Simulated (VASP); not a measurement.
Zn3H:

```
Zn H
1.0
     0.00000    2.99658    2.99658
     2.99658    0.00000    2.99658
     2.99658    2.99658    0.00000
Zn H
3 1
Direct
  0.50000 0.50000 0.50000
  0.25000 0.25000 0.25000
  0.75000 0.75000 0.75000
  0.00000 0.00000 0.00000
```

The cell was built by a generator and needn't be a form met in nature.

Base run:

```yaml
Program: VASP 6.6.1
Functional: PBEsol
Potentials_or_basis: VASP PAW PBE potentials, release 64 (Zn, H)
Cutoff: 520 eV
k_mesh: 6 × 6 × 6
Occupations: fermi-dirac, width 0.05 eV
Spin: no spin polarisation
```

Its results: pressure -4.2 GPa.

Task: After a change of settings the same cell gave: pressure 2.9 GPa. Which change was it?
A. functional from PBEsol to TPSS
B. functional from PBEsol to AM05
C. functional from PBEsol to PBE
D. functional from PBEsol to RPBE

Result: D.

RPBE binds less tightly than PBEsol, so the same cell stands under more pressure.

Caveats: the PAW data sets were made with another functional, which shifts forces and pressure a little.

Not every run made on this cell is shown here.
